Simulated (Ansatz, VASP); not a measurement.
# GaP: VASP beside Ansatz, part 2 of 2

Aim: how closely do two programs agree when they are given the same cell, functional and k mesh? The cell is taken from a series of runs on this material, whose earlier steps may have relaxed, scaled, displaced or heated it; both programs get it as it stands.

VASP 6.6.1 and Ansatz 0.2.0.

So far: Starting point; VASP: zone-centre phonons, PBE, pair 1.

### 3. Ansatz: zone-centre phonons, PBE, pair 1

Level of this step: Ansatz beside VASP: Kohn-Sham DFT, plane waves, PBE (Ansatz).

Ansatz runs on its PAW soft_1 files.

The same cell, functional and mesh now go to Ansatz, which takes its cutoff from its data sets.

Contents of input.yaml:

```yaml
crystal:
  lattice:
    - [0.0, 2.6970551839, 2.6970551839]
    - [2.6970551839, 0.0, 2.6970551839]
    - [2.6970551839, 2.6970551839, 0.0]
  atoms:
    - { symbol: P, position: [0.75, 0.75, 0.75] }
    - { symbol: Ga, position: [0.0, 0.0, 0.0] }
kpoints:
  mp_grid: { grid: [12, 12, 12] }
hamiltonian:
  xc: pbe
  pseudopotentials: { kind: paw, azcp: { folder: soft_1 } }
scf:
  occupations: { method: fixed }
output:
  eigenvalues: true
phonons:
  method: dfpt
  dielectric: true
  rigid_motions: translations
```

The run is started by

```bash
$ ansatz run input.yaml --threads 4 --pin off --max-ram 10240MiB --backend cpu --events-out ev --progress --plain --runs-dir out
```

Numbers of over 12 decimals in the logs are rounded to 6 here.

Output:

```text
Engine: ansatz 0.2.0, x86_64-unknown-linux-gnu
Pseudopotentials: kind: paw
Pseudopotential: P, paw, valence charge 5, recommended cutoff 420 eV (normal), soft_1/P.paw.azcp
Pseudopotential: Ga, paw, valence charge 13, recommended cutoff 420 eV (normal), soft_1/Ga.paw.azcp
Functional definition: PBE
  parameter kappa = 0.804
  parameter beta = 0.066725
  exchange = pbe_x(kappa = kappa, mu = beta*pi^2/3)
  correlation = pbe_c(beta = beta)
Crystal: 2 atoms, lattice volume = 39.237 Å³
Basis set: ecut = 420 eV, 749 PW (Γ), exchange–correlation on 54×54×54 points (8 copies of the dense FFT grid, shifted against one another)
Bands: 13, of which v1, the nominal top of the filled ones, is band 9 counted from 1 (8 counted from 0)
Symmetry: 24 space group operations
k-points: 280 of 1728 (irreducible under 4 space group operations, time reversal used)
Non-local potential: P, projectors of the file, l = 0: 2, l = 1: 2, l = 2: 1
Non-local potential: Ga, projectors of the file, l = 0: 2, l = 1: 2, l = 2: 3, l = 3: 1
PAW form: soft (Blöchl's): semilocal exchange-correlation on the pseudo side does not see the compensation charge
PAW one-centre angular grid: P, 110 points (default); XC on 64 Gauss nodes
PAW one-centre angular grid: Ga, 590 points (default); XC on 64 Gauss nodes
Initial density: superposition of atomic densities (chi_scale 0.1, normalization cell, long waves kept (reshape's long-wave potential 0.00 eV rms))
Initial wavefunctions: pseudopotential atomic-orbital guess
Functional: x = pbe(κ = 0.804, μ = 0.219515), c = pbe(β = 0.066725)
SCF iter   1: F=—  HF=-4539.680526 eV  |F-HF|=—  |Δ(HF+E_count)|=         —  Δρ=4.76e-2  dr2=7.22e-1  ethr=3.10e-3  ⟨swp⟩=5.0  Hψ=19640  notcnv=0  defer=526
preconditioner: auto → none  [insulator: Δε(μ)=1.911 eV  Ē_g=15.469 eV  n_scr=14 (ndim 8)  ℏωp=25.2 eV  f_vac=0.000  ε∞_Penn≈3.6]
SCF iter   2: F=—  HF=-4539.530782 eV  |F-HF|=—  |Δ(HF+E_count)|=   1.50e-1  Δρ=2.20e-2  dr2=1.02e-1  ethr=3.10e-3  ⟨swp⟩=2.1  Hψ=6849  notcnv=0  defer=522
SCF iter   3: F=—  HF=-4539.527748 eV  |F-HF|=—  |Δ(HF+E_count)|=   3.03e-3  Δρ=5.63e-3  dr2=1.14e-2  ethr=5.69e-4  ⟨swp⟩=3.0  Hψ=6749  notcnv=0  defer=529
SCF iter   4: F=—  HF=-4539.524918 eV  |F-HF|=—  |Δ(HF+E_count)|=   2.83e-3  Δρ=2.33e-3  dr2=8.71e-4  ethr=6.34e-5  ⟨swp⟩=2.4  Hψ=6883  notcnv=0  defer=546
SCF iter   5: F=—  HF=-4539.524482 eV  |F-HF|=—  |Δ(HF+E_count)|=   4.36e-4  Δρ=4.76e-4  dr2=3.51e-5  ethr=4.84e-6  ⟨swp⟩=2.0  Hψ=6736  notcnv=0  defer=546
SCF iter   6: F=—  HF=-4539.524501 eV  |F-HF|=—  |Δ(HF+E_count)|=   1.88e-5  Δρ=4.23e-5  dr2=3.07e-7  ethr=1.95e-7  ⟨swp⟩=2.6  Hψ=5779  notcnv=0  defer=272
SCF iter   7: F=—  HF=-4539.524501 eV  |F-HF|=—  |Δ(HF+E_count)|=   1.56e-7  Δρ=5.32e-6  dr2=8.30e-9  ethr=1.71e-9  ⟨swp⟩=2.0  Hψ=6156  notcnv=0  defer=11
SCF iter   8: F=-4539.524501 eV  HF=-4539.524501 eV  |F-HF|=3.27e-11  |Δ(HF+E_count)|=   1.86e-8  Δρ=2.78e-7  dr2=2.18e-11  ethr=1.00e-12  ⟨swp⟩=8.0  Hψ=28758  notcnv=0
SCF 1 converged in 8 iterations: F = -4539.524501 eV  dr2 = 2.18e-11
  greatest PAW one-centre occupation: 0.994 electrons in one spin orbital (limit 2), on the Ga atom at site 1 (counted from 0), in its partial waves of l = 2
NSCF: frozen V_eff on 1 k-points
DFPT response loops at Γ: preconditioner auto → none (the input reference at scf.mixing.eps_inf says where Resta's filter doesn't serve); β = 0.50; Broyden in place of MSR1
── the response to a field inside a basis, on 12×12×12 k-points: an SCF that follows is theirs, and a resumed run solves both again ──
Bands: 10, of which v1, the nominal top of the filled ones, is band 9 counted from 1 (8 counted from 0)
k-points: 182 of 1728 (irreducible under 6 space group operations, time reversal used)
Initial density: handed on by an earlier stage of this run
Initial wavefunctions: pseudopotential atomic-orbital guess (no wavefunctions were taken with the density)
Eigensolver: Dense (182 Hₖ)
SCF iter   1: F=—  HF=-4539.523714 eV  |F-HF|=—  |Δ(HF+E_count)|=         —  Δρ=2.18e-4  dr2=7.11e-6  ethr=1.00e-1
preconditioner: auto → none  [insulator: Δε(μ)=1.638 eV  Ē_g=13.290 eV  n_scr=14 (ndim 8)  ℏωp=25.2 eV  f_vac=0.007  ε∞_Penn≈4.6]
SCF iter   2: F=—  HF=-4539.523713 eV  |F-HF|=—  |Δ(HF+E_count)|=   9.20e-7  Δρ=1.67e-4  dr2=4.47e-6  ethr=3.95e-8
SCF iter   3: F=—  HF=-4539.523714 eV  |F-HF|=—  |Δ(HF+E_count)|=   1.26e-6  Δρ=4.28e-5  dr2=7.09e-7  ethr=2.48e-8
SCF iter   4: F=-4539.523713 eV  HF=-4539.523713 eV  |F-HF|=5.10e-9  |Δ(HF+E_count)|=   8.70e-7  Δρ=6.08e-6  dr2=9.51e-9  ethr=3.94e-9
SCF 1 converged in 4 iterations: F = -4539.523713 eV  dr2 = 9.51e-9
DFPT response loops at Γ: mixed as the last ones told, above
WARN: field response: ε∞ stands inside a basis, on 12×12×12 points; the force constants stand on the 12×12×12 k-mesh, whose period is 13.62 times the interband length at k = (0.0000, 0.0000, 0.0000), direct gap 2.090 eV, under 14: take them and everything formed from them as unconverged, and compare with a denser kpoints.mp_grid
SCF converged after 8 iterations
Free energy (F): -4539.524501 eV
Harris-Foulkes:  -4539.524501 eV  (|F-HF|=3.27e-11)
Internal energy: -4539.524501 eV  (E = F + TS)
E sigma→0 (E₀):  -4539.524501 eV
Fermi energy:    7.471508 eV
--- Per-component energies (eV) ---
  E_band       = -52.640458
  E_kinetic    = 181.878899
  E_local      = -1654.943968  (includes V_loc(G=0)·N_el)
  E_nonlocal   = -59.954863
  E_hartree    = 1006.969551
  E_xc         = -136.878341
  E_vxc        = -117.871005  (∫ρ·V_xc dr)
  E_paw        = -2550.228363  (= ΣΔE_a)
  E_vpaw       = -415.688453  (= ΣTr[D̂ρ^β])
  E_aug_tail   = -0.000179  (compensation charges beyond the density's cutoff)
  E_ewald      = -1326.367237
  E_smearing   = -0.000000  (= −TS)
  E_closure    = 0.000000  (closes the sum)
  Σ components = -4539.524501   (vs F -4539.524501, Δ=0.00e0)
--- Band table (eV; the first three rows and the last of 280) ---
  k-point 0: bands = [... 5 lower, -5.2592, 7.4715, 7.4715, 7.4715, 9.5611, 11.3483, 11.3483, 11.3483]
  k-point 1: bands = [... 5 lower, -5.1645, 6.5783, 7.3554, 7.3554, 10.0062, 11.5252, 11.5252, 11.5825]
  k-point 2: bands = [... 5 lower, -4.8872, 5.0591, 7.0826, 7.0826, 10.0241, 11.9171, 11.9171, 12.6175]
  k-point 279: bands = [... 5 lower, -2.0419, 0.7900, 3.7473, 3.8988, 12.1783, 12.4704, 13.6100, 13.6657]
--- Phonons (Γ-DFPT): 2 representative perturbations + reference, on 280 of 1728 k-points (Σ response iterations 6) ---
  k mesh reduced under 4 symmetry operations, with k and −k counted as one. Each operation leaves every solved perturbation unchanged. A smaller set is not considered because the run solves the response to a homogeneous field
  ASR residual: 1.563e-4 → 0.000e0 eV/Å²; symmetrization residual: 2.263e-6 eV/Å²
  ASR residual per site (eV/Å²): 8.96e-5 1.56e-4
  Γ frequencies (cm⁻¹): 0.00 0.00 0.00 371.52 371.52 371.52
  ε∞ (high-frequency dielectric tensor):
       10.156099     0.000000    -0.000000
        0.000000    10.156099     0.000000
       -0.000000     0.000000    10.156099
  ε⁰ (static dielectric tensor: ions relaxed, cell fixed):
       12.017740     0.000000    -0.000000
        0.000000    12.017740     0.000000
       -0.000000     0.000000    12.017740
  ε⁰ − ε∞ (ionic part):
        1.861641     0.000000    -0.000000
        0.000000     1.861641     0.000000
       -0.000000     0.000000     1.861641
  softest optical mode at Γ: 371.52 cm⁻¹; the repairs (sum rule, projections) moved no ω² at Γ by more than (0.95 cm⁻¹)²
  Born effective charges Z* (e; rows j = field, columns β = displacement):
    site 0:
        -2.09627   -0.00000    0.00000
         0.00000   -2.09627   -0.00000
         0.00000   -0.00000   -2.09627
    site 1:
         2.09627    0.00000   -0.00000
        -0.00000    2.09627    0.00000
        -0.00000    0.00000    2.09627
  Z* charge neutrality: 3.633e-4 e pre-enforcement
  solved inside a basis spanned on kpoints, on 12×12×12 k-points, its susceptibility summed on 16×16×16: ε∞ is read to err by 2.8e-2, Z* by 1.4e-2 e (field_mesh: kpoints solves on kpoints); Z* is corrected for what the basis lacks
  optical modes at Γ without the LO–TO term, one row a degenerate level:
      ω (cm⁻¹)  modes    IR ((D/Å)²/amu)
        371.52      3            14.1815
  optical modes at Γ + LO–TO along q̂ = [1.0000, 0.0000, 0.0000]:
      ω (cm⁻¹)  modes    IR ((D/Å)²/amu)
        371.52      2             9.4544
        404.14      1             4.7272
  optical modes at Γ + LO–TO along q̂ = [0.0000, 1.0000, 0.0000]:
      ω (cm⁻¹)  modes    IR ((D/Å)²/amu)
        371.52      2             9.4544
        404.14      1             4.7272
  optical modes at Γ + LO–TO along q̂ = [0.0000, 0.0000, 1.0000]:
      ω (cm⁻¹)  modes    IR ((D/Å)²/amu)
        371.52      2             9.4544
        404.14      1             4.7272
```

Reading the cycles: dr2 is the Hartree energy of the density residual (eV), the measure of convergence; HF is the Harris–Foulkes estimate of the energy, which meets the free energy F at convergence.

### 4. Side by side

Known differences besides the potentials themselves: fixed occupations in Ansatz, narrow Gaussian smearing in VASP; VASP's response is taken on the typed mesh, Ansatz refines its own for the field response alone; the cutoff is 420 eV in Ansatz and 500 eV in VASP. Total energies have different zeros and are not compared.

Compared:

```csv
quantity,Ansatz,VASP,difference
ε∞ xx,10.16,10.23,-0.74 %
ε∞ yy,10.16,10.23,-0.74 %
ε∞ zz,10.16,10.23,-0.74 %
Born charge of P1 (mean of the diagonal) (e),-2.10,-2.12,+0.03
Born charge of Ga2 (mean of the diagonal) (e),2.10,2.12,-0.03
optical mode 1 to 3 (cm⁻¹),371.5,370.0,+0.41 %
```

Modes are paired by rising frequency, not by their patterns, so a pair may set unlike modes beside each other; they are those without the splitting of longitudinal modes.

### 5. Ansatz: zone-centre phonons, PBE, pair 2

Second derivatives magnify differences that forces hide, and they need a tight electronic threshold. The cell compared in this pair holds 40.07 Å³, against 39.24 Å³ for the pair before.

The cell is taken from a series of runs on this material, whose earlier steps may have relaxed, scaled, displaced or heated it; both programs get it as it stands.

input.yaml, the sections that differ from step 3:

```yaml
crystal:
  lattice:
    - [0.0, 2.716049156, 2.716049156]
    - [2.716049156, 0.0, 2.716049156]
    - [2.716049156, 2.716049156, 0.0]
  atoms:
    - { symbol: P, position: [0.75, 0.75, 0.75] }
    - { symbol: Ga, position: [0.0, 0.0, 0.0] }
# kpoints, hamiltonian, scf, output, phonons: as in step 3
```

Output:

```text
[...]
Crystal: 2 atoms, lattice volume = 40.072 Å³
Basis set: ecut = 420 eV, 749 PW (Γ), exchange–correlation on 54×54×54 points (8 copies of the dense FFT grid, shifted against one another)
Bands: 13, of which v1, the nominal top of the filled ones, is band 9 counted from 1 (8 counted from 0)
Symmetry: 24 space group operations
k-points: 280 of 1728 (irreducible under 4 space group operations, time reversal used)
[...]
optical modes at Γ + LO–TO along q̂ = [1.0000, 0.0000, 0.0000]:
      ω (cm⁻¹)  modes    IR ((D/Å)²/amu)
[...]
optical modes at Γ + LO–TO along q̂ = [0.0000, 1.0000, 0.0000]:
      ω (cm⁻¹)  modes    IR ((D/Å)²/amu)
        362.19      2             9.7625
        395.51      1             4.8813
  optical modes at Γ + LO–TO along q̂ = [0.0000, 0.0000, 1.0000]:
      ω (cm⁻¹)  modes    IR ((D/Å)²/amu)
        362.19      2             9.7625
        395.51      1             4.8813
[key lines of the parts left out:]
SCF converged after 8 iterations
Free energy (F): -4539.547623 eV
Fermi energy:    7.199794 eV
```

### 6. VASP: zone-centre phonons, PBE, pair 2

The same cell, functional and mesh now go to VASP, with its own data sets.

Contents of INCAR:

```
SYSTEM = GaP
PREC = Accurate
ENCUT = 500
EDIFF = 1E-08
NELM = 120
ISMEAR = 0
SIGMA = 0.01
LREAL = .FALSE.
ALGO = Normal
GGA = PE
NBANDS = 15
LORBIT = 11
LWAVE = .FALSE.
LCHARG = .FALSE.
ISIF = 2
IBRION = 8
LEPSILON = .TRUE.
LASPH = .TRUE.
GGA_COMPAT = .FALSE.
EFERMI = MIDGAP
KPAR = 2
```

Contents of POSCAR:

```
GaP
1.0
    0.0000000000      2.7160491560      2.7160491560
    2.7160491560      0.0000000000      2.7160491560
    2.7160491560      2.7160491560      0.0000000000
P Ga
1 1
Direct
    0.7500000000      0.7500000000      0.7500000000
    0.0000000000      0.0000000000      0.0000000000
```

Contents of KPOINTS:

```
Automatic mesh
0
Gamma
12 12 12
0 0 0
```

PAW data sets: P and Ga_d (PBE family, release 64).

The run is started by

```bash
$ mpirun -np 2 vasp_std
```

Output:

```text
[... set-up lines as in an earlier step ...]
 entering main loop
       N       E                     dE             d eps       ncg     rms          rms(c)
DAV:   1     0.826107276575E+02    0.82611E+02   -0.88733E+03  2184   0.169E+03
DAV:   2    -0.303865798167E+01   -0.85649E+02   -0.81491E+02  2426   0.321E+02
DAV:   3    -0.927491293324E+01   -0.62363E+01   -0.62105E+01  2650   0.691E+01
DAV:   4    -0.938019553251E+01   -0.10528E+00   -0.10525E+00  2735   0.978E+00
[...]
DAV:  12    -0.911085327611E+01    0.32710E-06   -0.29133E-06  2847   0.237E-02    0.291E-03
DAV:  13    -0.911085360892E+01   -0.33281E-06   -0.93100E-07  2545   0.848E-03    0.190E-03
DAV:  14    -0.911085360510E+01    0.38203E-08   -0.35473E-08  2843   0.182E-03
   1 F= -.91108536E+01 E0= -.91108536E+01  d E =0.000000E+00
 Linear response reoptimize wavefunctions to high precision
DAV:   1    -0.911085360607E+01   -0.97452E-09   -0.41719E-09  2608   0.461E-04
DAV:   2    -0.911085360608E+01   -0.90949E-11   -0.14198E-10  1717   0.947E-05
 Linear response G [H, r] |phi>, progress :
  Direction:   1
[...]
RMM:  11    -0.478952444569E-01   -0.91891E-08    0.54482E-08 17317   0.466E-05    0.539E-06
 first order change of Fermi-energy  -0.10679E+01
 force on displaced ion       1 direction 1 : -10.261   0.000   0.000
 Born effective charge ion    1 direction 1 :  -2.160   0.000   0.000
 Linear response progress:
  Degree of freedom:   2/  2
       N       E                     dE             d eps       ncg     rms          rms(c)
RMM:   1    -0.164267724571E+00   -0.16427E+00    0.87908E-02 10609   0.815E+00
RMM:   2    -0.162836283967E+00    0.14314E-02   -0.26314E-02 16207   0.140E+00    0.534E-02
RMM:   3    -0.163139497502E+00   -0.30321E-03   -0.36054E-03 17035   0.404E-01    0.410E-02
RMM:   4    -0.162959086276E+00    0.18041E-03   -0.98472E-04 17635   0.146E-01    0.113E-02
[...]
RMM:  14    -0.162944766099E+00    0.15468E-08   -0.28480E-07 16880   0.344E-05    0.184E-07
RMM:  15    -0.162944748292E+00    0.17807E-07   -0.93413E-08 13115   0.230E-05    0.134E-07
RMM:  16    -0.162944746642E+00    0.16496E-08   -0.84944E-08 11935   0.180E-05    0.192E-07
 first order change of Fermi-energy   0.10682E+01
 force on displaced ion       2 direction 1 : -10.308   0.000   0.000
 Born effective charge ion    2 direction 1 :   2.151   0.000   0.000
 Born effective charges drift removed
 Linear response finished
```

OUTCAR, selected parts (step 6):

```text
  Total        0.8455908      0.8455908      0.8455908      0.0000000      0.0000000      0.0000000
  in kB       33.8086607     33.8086607     33.8086607      0.0000000      0.0000000      0.0000000
  external PRESSURE =      33.8086607 kB  Pullay stress =       0.0000000 kB

 POSITION                                       TOTAL-FORCE (eV/Angst)
 -----------------------------------------------------------------------------------
      4.07407      4.07407      4.07407         0.000000      0.000000      0.000000
      0.00000      0.00000      0.00000        -0.000000     -0.000000     -0.000000
 -----------------------------------------------------------------------------------
    total drift:                               -0.000001     -0.000001     -0.000001

 MACROSCOPIC STATIC DIELECTRIC TENSOR (including local field effects in DFT)
 ------------------------------------------------------
          10.380607     0.000000     0.000000
           0.000000    10.380607    -0.000000
           0.000000     0.000000    10.380607
 ------------------------------------------------------

 MACROSCOPIC STATIC DIELECTRIC TENSOR IONIC CONTRIBUTION
 ------------------------------------------------------
           2.044137     0.000000     0.000000
           0.000000     2.044137     0.000000
           0.000000     0.000000     2.044137
 ------------------------------------------------------

[... 1 part as in an earlier step ...]

[... 1 further part left out ...]
```

### 7. Side by side

Compared:

```csv
quantity,Ansatz,VASP,difference
ε∞ xx,10.29,10.38,-0.87 %
ε∞ yy,10.29,10.38,-0.87 %
ε∞ zz,10.29,10.38,-0.87 %
Born charge of P1 (mean of the diagonal) (e),-2.13,-2.16,+0.03
Born charge of Ga2 (mean of the diagonal) (e),2.13,2.16,-0.03
optical mode 1 to 3 (cm⁻¹),362.2,361.0,+0.34 %
```

Modes are paired by rising frequency, not by their patterns, so a pair may set unlike modes beside each other; they are those without the splitting of longitudinal modes.

### 8. What came out

* r.m.s. difference of the optical zone-centre modes, each program's sorted by frequency (zone-centre phonons, PBE, pair 1): 1.5 cm⁻¹
* difference in ε∞ xx (zone-centre phonons, PBE, pair 1): -0.7 %
* r.m.s. difference of the optical zone-centre modes, each program's sorted by frequency (zone-centre phonons, PBE, pair 2): 1.2 cm⁻¹
* difference in ε∞ xx (zone-centre phonons, PBE, pair 2): -0.9 %

What this shows: The r.m.s. difference of the optical zone-centre modes, each program's sorted by frequency is 1.5 cm⁻¹ (zone-centre phonons, PBE, pair 1). Among the rows given in per cent, the largest difference of the zone-centre phonons, PBE, pair 1 pair is in ε∞ xx, -0.7 %. Among the rows given in per cent, the largest difference of the zone-centre phonons, PBE, pair 2 pair is in ε∞ xx, -0.9 %. How closely two codes agree says nothing of how well the functional describes the real material.

[Lines on the potential files, build, host, timing and source positions are cut from VASP's logs without a mark.]

[Logs are printed without paths, hosts, clocks, repeated set-up lines and the standing remarks that a program may print on its own settings, such as how far it seeks lower states.]

[Hosts, paths, dates, database ids (printed as entryN), source tags and the programs' standing remarks are cut or masked in the printed files.]
